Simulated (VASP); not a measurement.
Calculation: PBEsol GGA, VASP's PBE PAW potentials (set 64) (plane waves; VASP).

VASP input:

### KPOINTS
```
Regular mesh
0
G
6 6 6
0 0 0
```

File POSCAR:
```
BaHfO3
1
    4.1548964234     0.0000000000     0.0000000000
    0.0000000000     4.1548964234     0.0000000000
    0.0000000000     0.0000000000     4.1548964234
Ba Hf O
1 1 3
Direct
  0.0000000000   0.0000000000   0.0000000000
  0.5000000000   0.5000000000   0.5000000000
  0.5000000000   0.0000000000   0.5000000000
  0.0000000000   0.5000000000   0.5000000000
  0.5000000000   0.5000000000   0.0000000000
```

INCAR:
```
! general
SYSTEM =BaHfO3
PREC   =Accurate
ENCUT  =620   ! plane-wave cut-off (eV)
LREAL  =.False.   ! projection in real space or not
LASPH  =.True.

! electronic loop
EDIFF  =1E-6   ! SCF stop (eV)
NELM   =100
ALGO   =Normal   ! blocked Davidson
LMAXMIX=6

! smearing
ISMEAR =0   ! Gaussian
SIGMA  =0.05

! functional
GGA    =PS   ! PBEsol

! ions
IBRION =2   ! conjugate gradients
NSW    =40   ! most ionic steps
ISIF   =3   ! ions, shape and volume
EDIFFG =-0.02   ! ionic stop

! output
LWAVE  =.False.
LCHARG =.False.
```

POTCAR, in this order: Ba_sv Hf_pv O (PBE.64 set). Program: vasp_std.

What will the output report for the number of irreducible k-points (NKPTS), largest plane-wave count, number of space-group operations, FFT grid (NGX, NGY, NGZ)?

| Quantity | Result |
|---|---|
| number of irreducible k-points (NKPTS) | 20 |
| largest plane-wave count | 2536 |
| number of space-group operations | 48 |
| FFT grid (NGX, NGY, NGZ) | 36 × 36 × 36 |

The compound is BaHfO3 in the cubic perovskite structure. It was relaxed first.
